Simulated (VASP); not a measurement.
Crystal: Ti3ZnH.

```xyz
5
Lattice="4.0473 0.0000 0.0000 0.0000 4.0473 0.0000 0.0000 0.0000 4.0473" Properties=species:S:1:pos:R:3 pbc="T T T"
Ti    0.0000    2.0236    2.0236
Ti    2.0236    2.0236    0.0000
Ti    2.0236    0.0000    2.0236
Zn    0.0000    0.0000    0.0000
H     2.0236    2.0236    2.0236
```

The cell was built by a generator and needn't be a form met in nature.

- Program: VASP 6.6.1
- Task: relaxation of cell and atoms
- Functional: RPBE
- Potentials or basis: VASP PAW PBE potentials, release 64 (Ti_sv, Zn, H)
- Cutoff: 600 eV
- k mesh: 7 × 7 × 7
- Occupations: gaussian, width 0.05 eV
- Spin: no spin polarisation

At the start: pressure 3.3 GPa; volume 13.26 Å³/atom.

Q: How do energy, volume and symmetry change on relaxing?

A: Over 3 steps the energy falls by 3.9 meV/atom and the volume is 13.65 Å³/atom (+2.9 %); space group Pm-3m (No. 221, to 0.05 Å).

Step by step:
```tsv
step	energy change (eV)	largest force (eV/Å)	pressure (GPa)	volume (Å³)
1	0.0000	0.0000	3.34	66.30
2	-0.0169	0.0000	-1.19	68.98
3	-0.0197	0.0000	-0.01	68.23
```

Final structure:
```xyz
5
Lattice="4.0862 0.0000 0.0000 0.0000 4.0862 0.0000 0.0000 0.0000 4.0862" Properties=species:S:1:pos:R:3 pbc="T T T"
Ti    0.0000    2.0431    2.0431
Ti    2.0431    2.0431    0.0000
Ti    2.0431    0.0000    2.0431
Zn    0.0000    0.0000    0.0000
H     2.0431    2.0431    2.0431
```

Caveat: the PAW data sets were made with another functional, which shifts forces and pressure a little.
